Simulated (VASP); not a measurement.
```xyz
4
Lattice="4.8430 0.0000 0.0000 -2.4215 4.1942 0.0000 0.0000 0.0000 6.0232" Properties=species:S:1:pos:R:3 pbc="T T T"
Ga     0.0000     2.7961     1.5058
Ga     2.4215     1.3981     4.5174
Bi     2.4215     1.3981     1.5058
Bi     0.0000     2.7961     4.5174
```

Calculation: PBEsol GGA, VASP's PBE PAW potentials (set 64) (plane waves; VASP). Numerical set-up: 400 eV cut-off, Gaussian smearing of 0.050 eV, potentials Ga_d Bi_d.

Without a dispersion term in the relaxation, distances and binding between the weakly bound layers, chains or molecules are unreliable, and so is what depends on them.

### Question
Give the energies of bands 23 to 32 at the high-symmetry points, in eV from the Fermi level.

### Answer

```tsv
band	Γ	M	K	A	L	H
23	-4.42	-6.04	-5.66	-3.95	-6.60	-6.73
24	-3.98	-5.17	-5.66	-3.95	-6.60	-6.73
25	-2.02	-3.16	-4.09	-1.13	-2.12	-3.12
26	-2.02	-3.07	-2.50	-1.13	-2.12	-3.12
27	-1.67	-1.79	-2.50	-1.13	-0.32	0.97
28	0.10	-0.93	-1.60	-1.13	-0.32	0.97
29	0.10	-0.72	2.19	0.01	1.20	2.30
30	0.52	1.90	2.19	0.01	1.20	2.30
31	2.17	4.94	3.57	2.99	2.66	3.27
32	2.17	5.15	4.89	2.99	2.66	3.27
```

It has no gap at this level: it comes out as a metal or semimetal.

The structure was generated: GaBi was put into the layered h-BN type type (P6_3/mmc), which need not be its known phase. It was relaxed first, which changed the volume by -41 %.
